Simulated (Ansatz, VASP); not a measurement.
# One calculation of Al2Cl, two programs

```
Al Cl
1.0
     3.06894    0.00000    0.00000
     0.00000    3.06894    0.00000
     0.00000    0.00000   12.79481
Al Cl
4 2
Direct
  0.50000 0.00000 0.77891
  0.00000 0.50000 0.22109
  0.00000 0.50000 0.92638
  0.50000 0.00000 0.07362
  0.00000 0.50000 0.65417
  0.50000 0.00000 0.34583
```

Change from the starting cell: species swapped into the Ta2Se type (P4/nmm, No. 129).

Alike in both runs: functional PBE; k mesh 12 × 12 × 4; occupations gaussian, width 0.1 eV; no spin polarisation.

Ansatz relaxed the structure, and its values are those at the end. VASP's run is a single point on that final structure, the one shown.

|  | VASP | Ansatz |
| --- | --- | --- |
| version | VASP 6.6.1 | Ansatz 0.2.0 |
| potentials or method | VASP PAW PBE potentials, release 64 (Al, Cl) | scalar-relativistic, plane waves, PAW |
| plane-wave cutoff (eV) | 520 | 420 |
| valence electrons in the cell | 26 | 26 |

|  | VASP | Ansatz | Ansatz less VASP |
| --- | --- | --- | --- |
| gap on the k mesh at the Fermi level (eV) | none | none | - |
| pressure (GPa) | -0.1 | 0.0 | +0.06 |

A gap of «none» marks a metal or a gap that the smearing closes.

Caveats: this functional lacks dispersion, which binds the layers, so the pressure and a relaxed spacing across them are unreliable.
